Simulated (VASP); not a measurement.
An input for Ansatz (written as the equivalent of a VASP run, and not itself run):

Ansatz 0.2 input:
```yaml
crystal:
  lattice:
    - [3.5835387, 0.0000000, 0.0000000]
    - [-1.7917693, 3.1034357, 0.0000000]
    - [0.0000000, 0.0000000, 6.2970033]
  atoms:
    - { symbol: In, position: [0.0000000, 0.0000000, 0.0000000] }
    - { symbol: In, position: [0.0000000, 0.0000000, 0.5000000] }
    - { symbol: P, position: [0.3333330, 0.6666670, 0.2500000] }
    - { symbol: P, position: [0.6666670, 0.3333330, 0.7500000] }
kpoints:
  mp_grid: { grid: [10, 10, 5] }
hamiltonian:
  xc: pbesol
  pseudopotentials: { kind: paw }
scf:
  occupations: { method: methfessel_paxton, width: 0.1 }
  max_iter: 100
relax:
  max_steps: 40
  f_tol: 0.02
  cell: { p_target: 30 }
output: { forces: true, stress: true, eigenvalues: true }
```

Problem. Write the VASP files for the same calculation (PBEsol).

Solution. One answer among several that fit: 
INCAR:
```
SYSTEM = InP
PREC = Accurate
ENCUT = 500
EDIFF = 1E-6
NELM = 100
ALGO = Normal
LREAL = .FALSE.
LASPH = .TRUE.
ISMEAR = 1
SIGMA = 0.1
GGA = PS
LMAXMIX = 4
LWAVE = .FALSE.
LCHARG = .FALSE.
IBRION = 2
ISIF = 3
NSW = 40
EDIFFG = -0.02
PSTRESS = 300
```

File POSCAR:
```
InP
1.0
  3.5835386592   0.0000000000   0.0000000000
 -1.7917693294   3.1034357240   0.0000000000
  0.0000000000   0.0000000000   6.2970033007
In P
2 2
Cart
  0.0000000000   0.0000000000   0.0000000000
  0.0000000000   0.0000000000   3.1485016504
 -0.0000017916   2.0689581838   1.5742508252
  1.7917711214   1.0344775402   4.7227524755
```

KPOINTS:
```
Automatic mesh
0
Gamma
10 10 5
0 0 0
```

POTCAR, in this order: In_d P (PBE.64 set). Program: vasp_std.

What does not carry over: each code has its own PAW files, so the cut-off isn't converted (ENCUT is set for VASP's; basis.ecutwfc is left out, and Ansatz then takes the one that its files recommend); Ansatz stops its SCF on the density residual and VASP on the energy change (EDIFF).

The structure was generated: InP was put into the NiAs type type (P6_3/mmc), which need not be its known phase. This run relaxes it under an external pressure of 30 GPa. Symmetry was kept, so distortions that lower it aren't found.
